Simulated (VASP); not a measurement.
Output of a VASP run:

File OSZICAR:
```
...
DAV:   4    -0.352874254220E+02    0.27325E-02   -0.12264E-02  3388   0.118E+00    0.745E-02
DAV:   5    -0.352874293853E+02   -0.39634E-05   -0.61096E-04  2312   0.228E-01    0.263E-02
DAV:   6    -0.352874287968E+02    0.58858E-06   -0.45088E-05  3180   0.673E-02    0.157E-02
DAV:   7    -0.352874276522E+02    0.11446E-05   -0.17508E-05  3228   0.543E-02    0.921E-03
DAV:   8    -0.352874267584E+02    0.89376E-06   -0.49968E-06  1928   0.262E-02
   2 F= -.35287427E+02 E0= -.35289088E+02  d E =0.286936E-03
       N       E                     dE             d eps       ncg     rms          rms(c)
DAV:   1    -0.352919458602E+02   -0.45182E-02   -0.19319E-01  2156   0.332E+00    0.307E-01
DAV:   2    -0.352897778542E+02    0.21680E-02   -0.63568E-03  2970   0.870E-01    0.208E-01
DAV:   3    -0.352895586635E+02    0.21919E-03   -0.72825E-03  3396   0.914E-01    0.203E-01
DAV:   4    -0.352887915910E+02    0.76707E-03   -0.33916E-03  3356   0.612E-01    0.425E-02
DAV:   5    -0.352888021127E+02   -0.10522E-04   -0.28373E-04  2796   0.181E-01    0.371E-02
DAV:   6    -0.352887871287E+02    0.14984E-04   -0.72839E-05  3176   0.110E-01    0.102E-02
DAV:   7    -0.352887868237E+02    0.30497E-06   -0.41109E-06  1956   0.185E-02
   3 F= -.35288787E+02 E0= -.35290334E+02  d E =-.107313E-02
       N       E                     dE             d eps       ncg     rms          rms(c)
DAV:   1    -0.352894090765E+02   -0.62195E-03   -0.39357E-02  2156   0.183E+00    0.253E-01
DAV:   2    -0.352891094511E+02    0.29963E-03   -0.52299E-03  2718   0.762E-01    0.167E-01
DAV:   3    -0.352888838069E+02    0.22564E-03   -0.45047E-03  3276   0.792E-01    0.133E-01
DAV:   4    -0.352887541867E+02    0.12962E-03   -0.10963E-03  3312   0.347E-01    0.532E-02
DAV:   5    -0.352887179421E+02    0.36245E-04   -0.23103E-04  3358   0.185E-01    0.254E-02
DAV:   6    -0.352887153245E+02    0.26176E-05   -0.18888E-05  2428   0.414E-02    0.643E-03
DAV:   7    -0.352887147035E+02    0.62096E-06   -0.24107E-06  1442   0.172E-02
   4 F= -.35288715E+02 E0= -.35290281E+02  d E =0.721202E-04
       N       E                     dE             d eps       ncg     rms          rms(c)
DAV:   1    -0.352891116812E+02   -0.39636E-03   -0.17122E-02  2156   0.121E+00    0.167E-01
DAV:   2    -0.352889766018E+02    0.13508E-03   -0.22784E-03  2724   0.501E-01    0.107E-01
DAV:   3    -0.352888828192E+02    0.93783E-04   -0.19180E-03  3268   0.522E-01    0.873E-02
DAV:   4    -0.352888276430E+02    0.55176E-04   -0.47982E-04  3318   0.230E-01    0.337E-02
DAV:   5    -0.352888137141E+02    0.13929E-04   -0.97044E-05  3358   0.120E-01    0.161E-02
DAV:   6    -0.352888145621E+02   -0.84809E-06   -0.71521E-06  2204   0.262E-02
   5 F= -.35288815E+02 E0= -.35290368E+02  d E =-.277384E-04
       N       E                     dE             d eps       ncg     rms          rms(c)
DAV:   1    -0.352888431216E+02   -0.29408E-04   -0.13875E-02  2156   0.714E-01    0.478E-02
DAV:   2    -0.352888713706E+02   -0.28249E-04   -0.59782E-04  3208   0.254E-01    0.547E-02
DAV:   3    -0.352888481517E+02    0.23219E-04   -0.16630E-04  3330   0.155E-01    0.189E-02
DAV:   4    -0.352888449770E+02    0.31747E-05   -0.47597E-05  3254   0.668E-02    0.193E-02
DAV:   5    -0.352888428283E+02    0.21487E-05   -0.22118E-05  3316   0.566E-02    0.105E-02
DAV:   6    -0.352888425839E+02    0.24447E-06   -0.19540E-06  1130   0.210E-02
   6 F= -.35288843E+02 E0= -.35290398E+02  d E =-.280217E-04
```

**OUTCAR**
```
------------------------ aborting loop because EDIFF is reached ----------------------------------------
  FORCE on cell =-STRESS in cart. coord.  units (eV):
  Direction    XX          YY          ZZ          XY          YZ          ZX
  --------------------------------------------------------------------------------------
  Total        0.0073185      0.0073185      0.0073185     -0.0011841      0.0011841      0.0011841
  in kB        0.2071533      0.2071533      0.2071533     -0.0335169      0.0335169      0.0335169
  external PRESSURE =       0.2071533 kB  Pullay stress =       0.0000000 kB
  volume of cell :       56.60
      direct lattice vectors                 reciprocal lattice vectors
    -0.000000000  1.923289388  1.923289388    -0.260448136  0.259494420  0.260448136
     1.923289388 -0.000000000  1.923289388     0.259494420 -0.260448136  0.260448136
     7.665089324  7.665089324  0.028068227     0.065350463  0.065350463 -0.065350463
 POSITION                                       TOTAL-FORCE (eV/Angst)
 -----------------------------------------------------------------------------------
     -0.00000      1.92329      1.92329         0.000000     -0.000000     -0.000000
      3.85992      3.85992      3.83324         0.000990      0.000990     -0.000990
      3.83254      5.75583      1.93732         0.000000     -0.000000     -0.000000
      5.72846      5.72846      0.04141        -0.000990     -0.000990      0.000990
 -----------------------------------------------------------------------------------
    total drift:                                0.000000      0.000000     -0.000000
  FREE ENERGIE OF THE ION-ELECTRON SYSTEM (eV)
  ---------------------------------------------------
  free  energy   TOTEN  =       -35.2888425839 eV

  energy  without entropy=      -35.2935096578  energy(sigma->0) =      -35.29039828

 reached required accuracy - stopping structural energy minimisation
```
(Selected blocks of OUTCAR.)

POSCAR:
```
Ir3Pd
1
    0.0000000000     1.9207963593     1.9207963593
    1.9207963593     0.0000000000     1.9207963593
    7.6779775154     7.6779775154     0.0052079220
Pd Ir
1 3
Direct
  0.0000000000   0.0000000000   0.0000000000
  0.9944109524   0.9944109524   0.2541917857
  0.0000000000   0.0000000000   0.5000000000
  0.0055890476   0.0055890476   0.7458082143
```

Task: Reconstruct the remaining input files.

Result: One answer among several that fit: the input of the run itself, PBEsol GGA, plane waves, VASP's PBE PAW potentials (set 64).

### KPOINTS
```
Automatic mesh
0
Gamma
12 12 3
0 0 0
```

**INCAR**
```
ALGO = Normal
EDIFF = 1E-6
EDIFFG = -0.02
ENCUT = 400
GGA = PS
IBRION = 2
ISIF = 3
ISMEAR = 1
LASPH = .TRUE.
LCHARG = .FALSE.
LMAXMIX = 6
LREAL = .FALSE.
LWAVE = .FALSE.
NELM = 100
NSW = 60
PREC = Accurate
SIGMA = 0.1
SYSTEM = Ir3Pd
```

POTCAR, in this order: Pd Ir (PBE.64 set). Program: vasp_std.

The structure was generated: Ir3Pd was put into an ordered model structure (R-3m), which need not be its known phase. This run relaxes it. Symmetry was kept, so distortions that lower it aren't found. The start is the result of an earlier pass. The electron count is odd and the run is not spin-polarised, which forces a metal. VASP warned that the highest band is occupied, so more bands are needed.
